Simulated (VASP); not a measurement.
Output of a VASP run:

File OSZICAR:
```
       N       E                     dE             d eps       ncg     rms          rms(c)
DAV:   1     0.110130336746E+04    0.11013E+04   -0.34852E+04  7192   0.272E+03
DAV:   2     0.150447496819E+03   -0.95086E+03   -0.91203E+03  6832   0.717E+02
DAV:   3    -0.528283955934E+02   -0.20328E+03   -0.19769E+03  7136   0.238E+02
DAV:   4    -0.677375163747E+02   -0.14909E+02   -0.14796E+02  8100   0.714E+01
DAV:   5    -0.681515163210E+02   -0.41400E+00   -0.41293E+00  7784   0.118E+01    0.177E+01
DAV:   6    -0.586701817889E+02    0.94813E+01   -0.32988E+01 11804   0.684E+01    0.476E+00
DAV:   7    -0.588874596777E+02   -0.21728E+00   -0.39968E+00  6920   0.106E+01    0.350E+00
DAV:   8    -0.588728719557E+02    0.14588E-01   -0.59768E-01 10012   0.856E+00    0.131E+00
DAV:   9    -0.588315932762E+02    0.41279E-01   -0.18759E-01  9956   0.561E+00    0.248E-01
DAV:  10    -0.588329115944E+02   -0.13183E-02   -0.23914E-02  9936   0.142E+00    0.142E-01
DAV:  11    -0.588332528531E+02   -0.34126E-03   -0.31502E-03  7248   0.686E-01    0.863E-02
DAV:  12    -0.588333148944E+02   -0.62041E-04   -0.11700E-03  9408   0.500E-01    0.275E-02
DAV:  13    -0.588333181151E+02   -0.32207E-05   -0.15672E-04  9436   0.137E-01    0.176E-02
DAV:  14    -0.588333170586E+02    0.10565E-05   -0.94998E-05  8892   0.841E-02    0.850E-03
DAV:  15    -0.588333160683E+02    0.99024E-06   -0.81878E-06  7952   0.396E-02
   1 F= -.58833316E+02 E0= -.58833316E+02  d E =-.655172E-26
```

File OUTCAR:
```
------------------------ aborting loop because EDIFF is reached ----------------------------------------
  FORCE on cell =-STRESS in cart. coord.  units (eV):
  Direction    XX          YY          ZZ          XY          YZ          ZX
  --------------------------------------------------------------------------------------
  Total       12.1789459     14.0659841     12.7231971      0.0000000      0.0000000      0.3775113
  in kB      200.0363681    231.0305350    208.9755693      0.0000000      0.0000000      6.2005351
  external PRESSURE =     213.3474908 kB  Pullay stress =       0.0000000 kB
  volume of cell :       97.55
      direct lattice vectors                 reciprocal lattice vectors
     5.977470000 -1.483393000  0.000000000     0.083647429 -0.337065093  0.020490539
     5.977470000  1.483393000  0.000000000     0.083647429  0.337065093  0.020490539
    -1.347437000  0.000000000  5.500570000     0.000000000  0.000000000  0.181799341
 POSITION                                       TOTAL-FORCE (eV/Angst)
 -----------------------------------------------------------------------------------
      3.15519      0.00000      3.76938         0.050832      0.000000     -0.095664
      7.45231      0.00000      1.73119        -0.050832      0.000000      0.095664
     10.59687      0.00000      1.12877        -0.214281      0.000000      0.027349
      0.01063      0.00000      4.37180         0.214281      0.000000     -0.027349
      5.01807      0.00000      4.08879        -0.360285      0.000000     -0.174318
      5.58944      0.00000      1.41178         0.360285      0.000000      0.174318
      9.29379      0.00000      2.40248         0.136870      0.000000      0.109868
      1.31371      0.00000      3.09809        -0.136870      0.000000     -0.109868
      1.81951      0.00000      0.60039         0.654028      0.000000     -0.007875
      8.78799      0.00000      4.90018        -0.654028      0.000000      0.007875
 -----------------------------------------------------------------------------------
    total drift:                               -0.000000     -0.000000      0.000000
  FREE ENERGIE OF THE ION-ELECTRON SYSTEM (eV)
  ---------------------------------------------------
  free  energy   TOTEN  =       -58.8333160683 eV

  energy  without entropy=      -58.8333160683  energy(sigma->0) =      -58.83331607
```
(Selected blocks of OUTCAR.)

**POSCAR**
```
Ga2O3
1
    5.9774700000    -1.4833930000     0.0000000000
    5.9774700000     1.4833930000     0.0000000000
   -1.3474370000     0.0000000000     5.5005700000
Ga O
4 6
Direct
  0.3411600000   0.3411600000   0.6852700000
  0.6588400000   0.6588400000   0.3147300000
  0.9095300000   0.9095300000   0.2052100000
  0.0904700000   0.0904700000   0.7947900000
  0.5035300000   0.5035300000   0.7433400000
  0.4964700000   0.4964700000   0.2566600000
  0.8266300000   0.8266300000   0.4367700000
  0.1733700000   0.1733700000   0.5632300000
  0.1645000000   0.1645000000   0.1091500000
  0.8355000000   0.8355000000   0.8908500000
```

Write an INCAR and KPOINTS that could have produced this output.

This is not unique; one that fits is the input of the run itself, PBE GGA, plane waves, VASP's PBE PAW potentials (set 64).

File KPOINTS:
```
Automatic mesh
0
Gamma
7 7 4
0 0 0
```

### INCAR
```
# general
SYSTEM  = Ga2O3
PREC    = Accurate
ENCUT   = 400   # plane-wave cut-off (eV)
LREAL   = .FALSE.   # projection in real space or not
LASPH   = .TRUE.

# electronic loop
EDIFF   = 1E-6   # SCF stop (eV)
NELM    = 100   # most electronic steps
ALGO    = Normal   # blocked Davidson
LMAXMIX = 4   # l cut-off of mixed one-centre charges

# smearing
ISMEAR  = 0   # Gaussian
SIGMA   = 0.01   # width (eV)

# functional
GGA     = PE

# ions
ISIF    = 2

# output
LWAVE   = .FALSE.
LCHARG  = .FALSE.
```

POTCAR, in this order: Ga_d O (PBE.64 set). Program: vasp_std.

At this cut-off the stress carries a Pulay error, which pulls relaxed volumes low.

The structure comes from a computed database's Ga2O3 entry; how it stands against other phases isn't given here. The cell was not relaxed at this level, and its volume differs by -8.7 % from the start's.
